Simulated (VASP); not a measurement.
Consider the following.

```xyz
2
Lattice="0.0000 2.3173 2.2825 2.3173 0.0000 2.2825 2.3173 2.3173 0.0000" Properties=species:S:1:pos:R:3 pbc="T T T"
Hf     0.0000     0.0000     0.0000
C      2.3173     2.3173     2.2825
```

These are r2SCAN meta-GGA, VASP's PBE PAW potentials (set 64) (plane waves; VASP) values and carry that method's errors. Settings: 600 eV cut-off, 12×12×12 Γ-centred mesh, first-order Methfessel-Paxton smearing of 0.10 eV, potentials Hf_pv C.

Unless said otherwise, spin-orbit coupling is left out, though it shifts the bands of the heavy elements here.

Problem. What does the run give for the energy per atom (σ→0), pressure, band gap (on the k-mesh) with the smallest direct gap where there is one?

Solution. 
* **band gap (on the k-mesh)**: none (metal, semimetal or under 0.01 eV)
* **energy per atom (σ→0)**: -28.667 eV/atom
* **pressure**: 3.85 GPa

The compound is HfC in the rock salt structure. This cell was strained or had an atom moved on purpose.
